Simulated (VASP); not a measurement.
Input of a VASP 6.6.1 run:

The input POSCAR:

```
BaP2Pb2
1.0
    0.0000000000      4.4096560000      0.0000000000
    4.4096560000      0.0000000000      0.0000000000
    2.2048280000      2.2048280000     -7.2568950000
Ba P Pb
1 2 2
Direct
    0.0000000000      0.0000000000      0.0000000000
    0.3607000000      0.3607000000      0.2786000000
    0.6393000000      0.6393000000      0.7214000000
    0.7500000000      0.2500000000      0.5000000000
    0.2500000000      0.7500000000      0.5000000000
```

File INCAR.step1:

```
  ALGO = Normal
  EDIFF = 1E-4
  ENCUT = 520
  GGA = PE
  ISMEAR = -1
  LASPH = T
  LCHARG = F
  LREAL = F
  LWAVE = T
  NBANDS = 32
  NELM = 80
  PREC = Accurate
  SIGMA = 0.1
```

Contents of INCAR.step2:

```
  ALGO = Normal
  EDIFF = 1E-6
  ENCUT = 520
  ISIF = 2
  ISMEAR = -1
  ISTART = 1
  LASPH = T
  LCHARG = T
  LELF = T
  LMIXTAU = T
  LREAL = F
  LVHAR = T
  LWAVE = F
  METAGGA = R2SCAN
  NBANDS = 32
  NELM = 80
  PREC = Accurate
  SIGMA = 0.1
```

KPOINTS

```
k-points
0
Gamma
  4 4 4
```

Potentials or basis: VASP PAW PBE potentials, release 64 (Ba_sv, P, Pb_d).

The run is started by

```console
$ cat potpaw_PBE.64/Ba_sv/POTCAR potpaw_PBE.64/P/POTCAR potpaw_PBE.64/Pb_d/POTCAR > POTCAR
$ cp INCAR.step1 INCAR
$ mpirun -np 1 vasp_std > vasp.out
$ cp INCAR.step2 INCAR
$ mpirun -np 1 vasp_std > vasp.out
```

Q: Estimate the pressure.

A: 10.9 GPa.

Q: Estimate the largest force.

A: 2.628 eV/Å.

Forces in eV/Å, atoms in the order of the input:
```
Ba   0.000  0.000  0.000
P    0.000  0.000  2.628
P    0.000  0.000 -2.628
Pb   0.000  0.000  0.000
Pb   0.000  0.000  0.000
```

Caveat: the k mesh is coarse (spacing up to 0.37 Å⁻¹), so the values aren't converged; the PAW data sets were made with another functional, which shifts forces and pressure a little. The run has no spin-orbit coupling, so splittings on Ba, Pb are missing.
